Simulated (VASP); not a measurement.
Input:

```yaml
crystal:
  lattice:
    - [3.36635, 0.00000, 0.00000]
    - [0.00000, 3.36635, 0.00000]
    - [0.00000, 0.00000, 11.10773]
  atoms:
    - { symbol: Gd, position: [0.00000, 0.50000, 0.00000] }
    - { symbol: Gd, position: [0.50000, 0.00000, 0.50000] }
    - { symbol: Bi, position: [0.00000, 0.00000, 0.25000] }
    - { symbol: Bi, position: [0.00000, 0.00000, 0.75000] }
```

Method: PBEsol GGA, VASP's PBE PAW potentials (set 64) (plane waves; VASP). Run with 480 eV cut-off, 8×8×4 Γ-centred mesh, first-order Methfessel-Paxton smearing of 0.10 eV, potentials Gd_3 Bi_d.

The 4f electrons are frozen in the core of the lanthanide potential, so 4f levels, which can set the real gap, and their magnetism are missing.

Each relaxation starts from this cell; other phases were not tried.

Task: The cell is relaxed at 5 GPa. What happens?

Result: The volume per atom goes from 31.47 to 28.80 Å³ (-8.5 %), and the cell becomes a = b = 3.2464 Å, c = 10.9311 Å, α = β = γ = 90.00°, space group P4_2/mmc.

Task: The cell is relaxed at 20 GPa. What happens?

Result: The volume per atom goes from 31.47 to 24.37 Å³ (-22.6 %), and the cell becomes a = 3.0338 Å, b = 3.0338 Å, c = 10.5905 Å, α = 90.00°, β = 90.00°, γ = 90.00°, space group P4_2/mmc.

Failed runs are left out, and for metals the shear rows, which the mesh's noise covers.

The structure was generated: GdBi was put into the PtS type (P4_2/mmc), which need not be its known phase.
